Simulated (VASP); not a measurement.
Calculation: PBE GGA, VASP's PBE PAW potentials (set 64) (plane waves; VASP).

A VASP calculation is set up with these files.

INCAR:
```
SYSTEM = PbSe
PREC = Accurate; ENCUT = 400; LREAL = .FALSE.
LASPH = .TRUE.
EDIFF = 1E-6; NELM = 100; ALGO = Normal
LMAXMIX = 4
ISMEAR = 0; SIGMA = 0.05
GGA = PE
ISIF = 2
LWAVE = .FALSE.; LCHARG = .FALSE.
```

File POSCAR:
```
PbSe
1
    0.0000000000     3.0600000000     3.0600000000
    3.0600000000     0.0000000000     3.0600000000
    3.0600000000     3.0600000000     0.0000000000
Pb Se
1 1
Direct
  0.0000000000   0.0000000000   0.0000000000
  0.5000000000   0.5000000000   0.5000000000
```

### KPOINTS
```
Automatic mesh
0
gamma
 7 7 7
0 0 0
```

POTCAR, in this order: Pb_d Se (PBE.64 set). Program: vasp_std.

Output

### OSZICAR
```
       N       E                     dE             d eps       ncg     rms          rms(c)
DAV:   1     0.147916693177E+03    0.14792E+03   -0.85560E+03   566   0.122E+03
DAV:   2     0.312696993170E+01   -0.14479E+03   -0.14186E+03   572   0.325E+02
DAV:   3    -0.822928255706E+01   -0.11356E+02   -0.11312E+02   752   0.101E+02
DAV:   4    -0.845872360250E+01   -0.22944E+00   -0.22937E+00   586   0.174E+01
DAV:   5    -0.846634153212E+01   -0.76179E-02   -0.76179E-02   766   0.294E+00    0.279E+00
DAV:   6    -0.818095980707E+01    0.28538E+00   -0.75503E-01   770   0.695E+00    0.159E+00
DAV:   7    -0.817645022872E+01    0.45096E-02   -0.12819E-01   630   0.201E+00    0.865E-01
DAV:   8    -0.817980725898E+01   -0.33570E-02   -0.13697E-02   608   0.153E+00    0.152E-01
DAV:   9    -0.817937777960E+01    0.42948E-03   -0.26640E-03   840   0.602E-01    0.527E-02
DAV:  10    -0.817945182228E+01   -0.74043E-04   -0.21235E-04   590   0.108E-01    0.199E-02
DAV:  11    -0.817945811183E+01   -0.62895E-05   -0.74150E-05   726   0.988E-02    0.622E-03
DAV:  12    -0.817945835337E+01   -0.24154E-06   -0.45019E-06   722   0.176E-02
   1 F= -.81794584E+01 E0= -.81794584E+01  d E =-.207128E-10
```

File OUTCAR:
```
------------------------ aborting loop because EDIFF is reached ----------------------------------------
  FORCE on cell =-STRESS in cart. coord.  units (eV):
  Direction    XX          YY          ZZ          XY          YZ          ZX
  --------------------------------------------------------------------------------------
  Total        0.8476887      0.8476887      0.8476887      0.0000000      0.0000000     -0.0000000
  in kB       23.7002373     23.7002373     23.7002373      0.0000000      0.0000000     -0.0000000
  external PRESSURE =      23.7002373 kB  Pullay stress =       0.0000000 kB
  volume of cell :       57.31
      direct lattice vectors                 reciprocal lattice vectors
     0.000000000  3.060000000  3.060000000    -0.163398693  0.163398693  0.163398693
     3.060000000  0.000000000  3.060000000     0.163398693 -0.163398693  0.163398693
     3.060000000  3.060000000  0.000000000     0.163398693  0.163398693 -0.163398693
  FREE ENERGIE OF THE ION-ELECTRON SYSTEM (eV)
  ---------------------------------------------------
  free  energy   TOTEN  =        -8.1794583534 eV

  energy  without entropy=       -8.1794583533  energy(sigma->0) =       -8.17945835
```
(Selected blocks of OUTCAR.)

The compound is PbSe in the rock salt structure. The cell was not relaxed at this level.
